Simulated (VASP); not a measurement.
Computed with PBEsol GGA, VASP's PBE PAW potentials (set 64) (plane waves; VASP).

VASP ran on this input.

### KPOINTS
```
Automatic mesh
0
G
 10 10 10
0 0 0
```

**POSCAR**
```
LiF
1
    0.0050051106     2.0020442322     2.0020442322
    2.0070493428     0.0000000000     2.0070493428
    2.0020442322     2.0020442322     0.0050051106
Li F
1 1
Direct
  0.0000000000   0.0000000000   0.0000000000
  0.5000000000   0.5000000000   0.5000000000
```

INCAR:
```
SYSTEM = LiF
PREC = Accurate
ENCUT = 600
EDIFF = 1E-7
NELM = 100
ALGO = Normal
LREAL = .FALSE.
LASPH = .TRUE.
ISMEAR = 0
SIGMA = 0.05
GGA = PS
LWAVE = .FALSE.
LCHARG = .FALSE.
ISIF = 2
IBRION = 2
NSW = 30
EDIFFG = -0.01
```

POTCAR, in this order: Li_sv F (PBE.64 set). Program: vasp_std.

Task: What will the output report for the number of irreducible k-points (NKPTS), number of bands (NBANDS), largest plane-wave count, number of space-group operations, FFT grid (NGX, NGY, NGZ)?

Result: 
The number of irreducible k-points (NKPTS) is 171 and the number of bands (NBANDS) comes out as 9. The largest plane-wave count comes out as 548, the number of space-group operations is 8 and the FFT grid (NGX, NGY, NGZ) comes out as 24 × 24 × 24.

The compound is LiF in the rock salt structure. This cell was strained or had an atom moved on purpose.
